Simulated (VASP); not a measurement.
Computed with r2SCAN meta-GGA, VASP's PBE PAW potentials (set 64) (plane waves; VASP).

Input for VASP

File POSCAR:
```
FeGe
1.0
  4.5956941196   0.0000000000   0.0000000000
  0.0000000000   4.5956941196   0.0000000000
  0.0000000000   0.0000000000   4.5956941196
Fe Ge
4 4
Direct
  0.8638640267   0.6361359733   0.3638640267
  0.3638640267   0.8638640267   0.6361359733
  0.1361359733   0.1361359733   0.1361359733
  0.6361359733   0.3638640267   0.8638640267
  0.1580972598   0.3419027402   0.6580972598
  0.6580972598   0.1580972598   0.3419027402
  0.8419027402   0.8419027402   0.8419027402
  0.3419027402   0.6580972598   0.1580972598
```

### KPOINTS
```
K-points
0
G
  6 6 6
```

### INCAR
```
ALGO=Normal
EDIFF=1E-6
EDIFFG=-0.02
ENCUT=400
IBRION=2
ISIF=3
ISMEAR=1
ISPIN=2
LASPH=.True.
LCHARG=.False.
LMAXMIX=4
LMIXTAU=.True.
LORBIT=10
LREAL=.False.
LWAVE=.False.
MAGMOM=4*1.2 4*0.0
METAGGA=R2SCAN
NELM=100
NSW=60
PREC=Accurate
SIGMA=0.1
SYSTEM=FeGe
```

POTCAR, in this order: Fe Ge_d (PBE.64 set). Program: vasp_std.

What VASP printed:

OUTCAR:
```
 ion  position               nearest neighbor table
   1  0.864  0.636  0.364-   5 2.34   6 2.39   7 2.39   8 2.39   6 2.58   7 2.58   8 2.58   2 2.82
                             4 2.82   3 2.82   3 2.82   2 2.82   4 2.82
   2  0.364  0.864  0.636-   6 2.34   5 2.39   7 2.39   8 2.39   8 2.58   5 2.58   7 2.58   1 2.82
                             3 2.82   4 2.82   3 2.82   1 2.82   4 2.82
   3  0.136  0.136  0.136-   7 2.34   6 2.39   5 2.39   8 2.39   8 2.58   5 2.58   6 2.58   2 2.82
                             4 2.82   1 2.82   2 2.82   1 2.82   4 2.82
   4  0.636  0.364  0.864-   8 2.34   6 2.39   7 2.39   5 2.39   5 2.58   6 2.58   7 2.58   1 2.82
                             1 2.82   2 2.82   2 2.82   3 2.82   3 2.82
   5  0.158  0.342  0.658-   1 2.34   2 2.39   3 2.39   4 2.39   2 2.58   3 2.58   4 2.58   8 2.85
                             6 2.85   8 2.85   7 2.85   7 2.85   6 2.85
   6  0.658  0.158  0.342-   2 2.34   1 2.39   3 2.39   4 2.39   4 2.58   1 2.58   3 2.58   8 2.85
                             7 2.85   5 2.85   8 2.85   7 2.85   5 2.85
   7  0.842  0.842  0.842-   3 2.34   2 2.39   1 2.39   4 2.39   4 2.58   1 2.58   2 2.58   5 2.85
                             6 2.85   8 2.85   6 2.85   5 2.85   8 2.85
   8  0.342  0.658  0.158-   4 2.34   2 2.39   3 2.39   1 2.39   1 2.58   2 2.58   3 2.58   7 2.85
                             5 2.85   5 2.85   6 2.85   6 2.85   7 2.85
  LATTYP: Found a simple cubic cell.
 ALAT       =     4.5956941196
 Subroutine PRICEL returns:
 Original cell was already a primitive cell.
 Subroutine GETGRP returns: Found 12 space group operations
The static configuration has the point symmetry C_3 .
 The point group associated with its full space group is T   .
The dynamic configuration has the point symmetry C_3 .
The overall configuration has the point symmetry C_3 .
 Subroutine INISYM returns: Found 12 space group operations
 Subroutine IBZKPT returns following result:
 Found     24 irreducible k-points:

 Following reciprocal coordinates:
            Coordinates               Weight
  0.000000  0.000000  0.000000      1.000000
  0.166667  0.000000  0.000000      6.000000
  0.333333  0.000000  0.000000      6.000000
  0.500000  0.000000  0.000000      3.000000
  0.166667  0.166667  0.000000     12.000000
  0.333333  0.166667  0.000000     12.000000
 -0.166667  0.333333  0.000000     12.000000
  0.500000  0.166667  0.000000      6.000000
...
```

**OSZICAR**
```
       N       E                     dE             d eps       ncg     rms          rms(c)
DAV:   1     0.874122617229E+03    0.87412E+03   -0.31697E+04  5908   0.394E+03
DAV:   2     0.773206693366E+02   -0.79680E+03   -0.76801E+03  5184   0.937E+02
DAV:   3    -0.111937779035E+03   -0.18926E+03   -0.17992E+03  5184   0.275E+02
DAV:   4    -0.127129453639E+03   -0.15192E+02   -0.14937E+02  6346   0.880E+01
DAV:   5    -0.127538115024E+03   -0.40866E+00   -0.40754E+00  6340   0.168E+01    0.292E+01
DAV:   6    -0.123627836051E+03    0.39103E+01   -0.14158E+02  6338   0.991E+01    0.317E+01
DAV:   7    -0.111450344507E+03    0.12177E+02   -0.48891E+01  6022   0.645E+01    0.609E+00
DAV:   8    -0.111821963283E+03   -0.37162E+00   -0.47899E+00  6330   0.968E+00    0.405E+00
DAV:   9    -0.111866142524E+03   -0.44179E-01   -0.36811E-01  6146   0.538E+00    0.179E+00
DAV:  10    -0.111880184217E+03   -0.14042E-01   -0.13704E-01  6552   0.281E+00    0.785E-01
DAV:  11    -0.111893464036E+03   -0.13280E-01   -0.36018E-02  6698   0.121E+00    0.862E-01
DAV:  12    -0.111899302039E+03   -0.58380E-02   -0.57526E-03  6954   0.457E-01    0.776E-01
DAV:  13    -0.111909945532E+03   -0.10643E-01   -0.31289E-02  7858   0.127E+00    0.397E-01
DAV:  14    -0.111910828844E+03   -0.88331E-03   -0.66012E-03  6508   0.544E-01    0.163E-01
DAV:  15    -0.111911212683E+03   -0.38384E-03   -0.10868E-03  6774   0.240E-01    0.109E-01
DAV:  16    -0.111911291195E+03   -0.78512E-04   -0.89712E-04  6896   0.259E-01    0.755E-02
DAV:  17    -0.111911365034E+03   -0.73839E-04   -0.21664E-04  6562   0.129E-01    0.204E-02
DAV:  18    -0.111911369571E+03   -0.45365E-05   -0.13439E-05  5436   0.306E-02    0.861E-03
DAV:  19    -0.111911370622E+03   -0.10513E-05   -0.35914E-06  4432   0.135E-02    0.360E-03
DAV:  20    -0.111911371631E+03   -0.10085E-05   -0.10415E-06  2898   0.634E-03    0.249E-03
DAV:  21    -0.111911372146E+03   -0.51540E-06   -0.36897E-07  2724   0.506E-03
   1 F= -.11191137E+03 E0= -.11191127E+03  d E =-.111911E+03  mag=     6.1585
       N       E                     dE             d eps       ncg     rms          rms(c)
DAV:   1    -0.117025843833E+03   -0.51145E+01   -0.10049E+02  5268   0.138E+02    0.168E+01
DAV:   2    -0.114234106736E+03    0.27917E+01   -0.19611E+01  5564   0.534E+01    0.117E+01
DAV:   3    -0.112622260275E+03    0.16118E+01   -0.52803E+00  5750   0.279E+01    0.655E+00
DAV:   4    -0.112063896390E+03    0.55836E+00   -0.11497E+00  6956   0.982E+00    0.249E+00
DAV:   5    -0.112049928085E+03    0.13968E-01   -0.22214E-01  6116   0.370E+00    0.132E+00
DAV:   6    -0.112043495302E+03    0.64328E-02   -0.19845E-02  5984   0.156E+00    0.940E-01
DAV:   7    -0.112041715670E+03    0.17796E-02   -0.15779E-02  7040   0.124E+00    0.385E-01
DAV:   8    -0.112042098246E+03   -0.38258E-03   -0.25159E-03  5902   0.449E-01    0.194E-01
DAV:   9    -0.112042306498E+03   -0.20825E-03   -0.66927E-04  6178   0.311E-01    0.363E-02
DAV:  10    -0.112042340593E+03   -0.34095E-04   -0.94704E-05  6020   0.832E-02    0.220E-02
DAV:  11    -0.112042349939E+03   -0.93464E-05   -0.24247E-05  5948   0.401E-02    0.105E-02
DAV:  12    -0.112042353960E+03   -0.40203E-05   -0.65887E-06  4576   0.191E-02    0.602E-03
DAV:  13    -0.112042351459E+03    0.25005E-05   -0.11837E-06  3202   0.827E-03    0.387E-03
DAV:  14    -0.112042351171E+03    0.28787E-06   -0.51365E-07  2760   0.582E-03
   2 F= -.11204235E+03 E0= -.11204120E+03  d E =-.130979E+00  mag=     7.9207
       N       E                     dE             d eps       ncg     rms          rms(c)
DAV:   1    -0.112279306465E+03   -0.23696E+00   -0.41866E+00  5376   0.251E+01    0.361E+00
DAV:   2    -0.112122610065E+03    0.15670E+00   -0.81410E-01  5782   0.110E+01    0.249E+00
DAV:   3    -0.112069879694E+03    0.52730E-01   -0.18227E-01  5784   0.546E+00    0.146E+00
DAV:   4    -0.112045781822E+03    0.24098E-01   -0.38925E-02  6794   0.170E+00    0.487E-01
DAV:   5    -0.112043201238E+03    0.25806E-02   -0.86784E-03  6202   0.844E-01    0.203E-01
DAV:   6    -0.112042589970E+03    0.61127E-03   -0.14534E-03  5852   0.435E-01    0.981E-02
DAV:   7    -0.112042524179E+03    0.65791E-04   -0.15306E-04  6788   0.119E-01    0.403E-02
DAV:   8    -0.112042515412E+03    0.87668E-05   -0.30446E-05  5556   0.383E-02    0.141E-02
DAV:   9    -0.112042513260E+03    0.21520E-05   -0.30887E-06  4772   0.138E-02    0.269E-03
DAV:  10    -0.112042511020E+03    0.22404E-05   -0.55123E-07  2802   0.653E-03    0.868E-04
DAV:  11    -0.112042511371E+03   -0.35102E-06   -0.12228E-07  2742   0.279E-03
   3 F= -.11204251E+03 E0= -.11204153E+03  d E =-.131139E+00  mag=     7.8145
       N       E                     dE             d eps       ncg     rms          rms(c)
DAV:   1    -0.112107577507E+03   -0.65066E-01   -0.11151E+00  5358   0.133E+01    0.183E+00
DAV:   2    -0.112067972656E+03    0.39605E-01   -0.21481E-01  5700   0.566E+00    0.130E+00
DAV:   3    -0.112053151581E+03    0.14821E-01   -0.49295E-02  5680   0.284E+00    0.746E-01
DAV:   4    -0.112046796180E+03    0.63554E-02   -0.99713E-03  6780   0.853E-01    0.257E-01
DAV:   5    -0.112046022693E+03    0.77349E-03   -0.25946E-03  6252   0.460E-01    0.102E-01
DAV:   6    -0.112045887882E+03    0.13481E-03   -0.41946E-04  5656   0.239E-01    0.489E-02
DAV:   7    -0.112045899177E+03   -0.11294E-04   -0.43588E-05  6672   0.607E-02    0.217E-02
DAV:   8    -0.112045910869E+03   -0.11693E-04   -0.81425E-06  4758   0.201E-02    0.865E-03
DAV:   9    -0.112045915369E+03   -0.44999E-05   -0.88196E-07  2886   0.899E-03    0.133E-03
DAV:  10    -0.112045916543E+03   -0.11737E-05   -0.37429E-07  2706   0.512E-03    0.671E-04
DAV:  11    -0.112045916337E+03    0.20584E-06   -0.81781E-08  2700   0.223E-03
   4 F= -.11204592E+03 E0= -.11204499E+03  d E =-.134544E+00  mag=     7.8582
       N       E                     dE             d eps       ncg     rms          rms(c)
DAV:   1    -0.112041820710E+03    0.40958E-02   -0.19606E+00  5316   0.708E+00    0.552E-01
DAV:   2    -0.112051558646E+03   -0.97379E-02   -0.42439E-02  6772   0.168E+00    0.292E-01
DAV:   3    -0.112052681218E+03   -0.11226E-02   -0.16514E-03  6100   0.262E-01    0.786E-02
DAV:   4    -0.112052657428E+03    0.23789E-04   -0.11127E-04  6442   0.835E-02    0.462E-02
DAV:   5    -0.112052652796E+03    0.46326E-05   -0.82029E-05  6782   0.687E-02    0.234E-02
DAV:   6    -0.112052654717E+03   -0.19214E-05   -0.16520E-05  5574   0.492E-02    0.744E-03
DAV:   7    -0.112052655889E+03   -0.11718E-05   -0.87677E-07  3018   0.114E-02    0.399E-03
DAV:   8    -0.112052656869E+03   -0.98002E-06   -0.52521E-07  2766   0.718E-03
   5 F= -.11205266E+03 E0= -.11205184E+03  d E =-.674053E-02  mag=     7.8601
       N       E                     dE             d eps       ncg     rms          rms(c)
DAV:   1    -0.112049974425E+03    0.26815E-02   -0.69880E-01  5310   0.421E+00    0.330E-01
DAV:   2    -0.112053425456E+03   -0.34510E-02   -0.14946E-02  6814   0.992E-01    0.172E-01
DAV:   3    -0.112053823931E+03   -0.39848E-03   -0.56788E-04  5956   0.154E-01    0.468E-02
DAV:   4    -0.112053815541E+03    0.83906E-05   -0.47274E-05  6374   0.541E-02    0.244E-02
DAV:   5    -0.112053813629E+03    0.19115E-05   -0.21369E-05  5884   0.312E-02    0.831E-03
DAV:   6    -0.112053815806E+03   -0.21767E-05   -0.46736E-06  4768   0.248E-02    0.435E-03
DAV:   7    -0.112053816290E+03   -0.48341E-06   -0.52965E-07  2802   0.873E-03
   6 F= -.11205382E+03 E0= -.11205306E+03  d E =-.789995E-02  mag=     7.8609
```

File OUTCAR:
```
------------------------ aborting loop because EDIFF is reached ----------------------------------------
  FORCE on cell =-STRESS in cart. coord.  units (eV):
  Direction    XX          YY          ZZ          XY          YZ          ZX
  --------------------------------------------------------------------------------------
  Total       -0.0761953     -0.0761953     -0.0761953     -0.0000000      0.0000000      0.0000000
  in kB       -1.1679793     -1.1679793     -1.1679793     -0.0000000      0.0000000      0.0000000
  external PRESSURE =      -1.1679793 kB  Pullay stress =       0.0000000 kB
  volume of cell :      104.52
      direct lattice vectors                 reciprocal lattice vectors
     4.710509004  0.000000000 -0.000000000     0.212291283 -0.000000000  0.000000000
     0.000000000  4.710509004 -0.000000000    -0.000000000  0.212291283  0.000000000
    -0.000000000 -0.000000000  4.710509004    -0.000000000  0.000000000  0.212291283
 POSITION                                       TOTAL-FORCE (eV/Angst)
 -----------------------------------------------------------------------------------
      4.07510      2.99067      1.71984         0.010734     -0.010734      0.010734
      1.71984      4.07510      2.99067         0.010734      0.010734     -0.010734
      0.63541      0.63541      0.63541        -0.010734     -0.010734     -0.010734
      2.99067      1.71984      4.07510        -0.010734      0.010734      0.010734
      0.73076      1.62449      3.08602         0.007656     -0.007656      0.007656
      3.08602      0.73076      1.62449         0.007656      0.007656     -0.007656
      3.97974      3.97974      3.97974        -0.007656     -0.007656     -0.007656
      1.62449      3.08602      0.73076        -0.007656      0.007656      0.007656
 -----------------------------------------------------------------------------------
    total drift:                               -0.000002      0.000001      0.000000
  FREE ENERGIE OF THE ION-ELECTRON SYSTEM (eV)
  ---------------------------------------------------
  free  energy   TOTEN  =      -112.0538162896 eV

  energy  without entropy=     -112.0515622273  energy(sigma->0) =     -112.05306494

 total charge

# of ion       s       p       d       tot
------------------------------------------
    1        0.380   0.511   6.352   7.243
    2        0.380   0.511   6.352   7.243
    3        0.380   0.511   6.352   7.243
    4        0.380   0.511   6.352   7.243
    5        1.116   1.259  10.104  12.478
    6        1.116   1.259  10.104  12.478
    7        1.116   1.259  10.104  12.478
    8        1.116   1.259  10.104  12.478
--------------------------------------------------
tot          5.982   7.081  65.822  78.886

 magnetization (x)

# of ion       s       p       d       tot
------------------------------------------
    1        0.008  -0.013   2.210   2.205
    2        0.008  -0.013   2.210   2.205
    3        0.008  -0.013   2.210   2.205
    4        0.008  -0.013   2.210   2.205
    5        0.002  -0.121  -0.016  -0.135
    6        0.002  -0.121  -0.016  -0.135
    7        0.002  -0.121  -0.016  -0.135
    8        0.002  -0.121  -0.016  -0.135
--------------------------------------------------
tot          0.040  -0.536   8.775   8.279

 reached required accuracy - stopping structural energy minimisation
```
(Selected blocks of OUTCAR.)

CONTCAR:
```
FeGe
   1.00000000000000
     4.7105090037073483    0.0000000000000000   -0.0000000000000000
     0.0000000000000000    4.7105090037073483   -0.0000000000000000
    -0.0000000000000000   -0.0000000000000000    4.7105090037073483
  Fe              Ge
     4     4
Direct
     0.8651078309342202    0.6348921690657798    0.3651078309342203
     0.3651078309342203    0.8651078309342202    0.6348921690657798
     0.1348921690657797    0.1348921690657797    0.1348921690657797
     0.6348921690657798    0.3651078309342203    0.8651078309342202
     0.1551349451140286    0.3448650548859715    0.6551349451140285
     0.6551349451140285    0.1551349451140286    0.3448650548859715
     0.8448650548859715    0.8448650548859715    0.8448650548859715
     0.3448650548859715    0.6551349451140285    0.1551349451140286
```

Energy and stress use the plane-wave basis of the starting cell.

The compound is FeGe in the B20 structure. This run relaxes it. Symmetry was kept, so distortions that lower it aren't found. The start is the result of an earlier pass.
